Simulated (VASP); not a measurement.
Shape and ions are relaxed at each volume.

Energy against volume of WC (wc). All values below come from SCAN meta-GGA, VASP's PBE PAW potentials (set 64) (plane waves; VASP).

| V (Å³/atom) | E (eV/atom) |
|---|---|
| 9.711 | -39.90582 |
| 10.021 | -39.94752 |
| 10.331 | -39.96104 |
| 10.641 | -39.95048 |
| 10.951 | -39.91940 |

Q: Fit a third-order Birch-Murnaghan equation of state.

A: 
| Property | Result |
|---|---|
| volume per atom | 10.34 Å³/atom |
| bulk modulus | 412 GPa |
| pressure derivative of the bulk modulus | 4.27 |

The compound is WC in the wc structure. It was relaxed first.
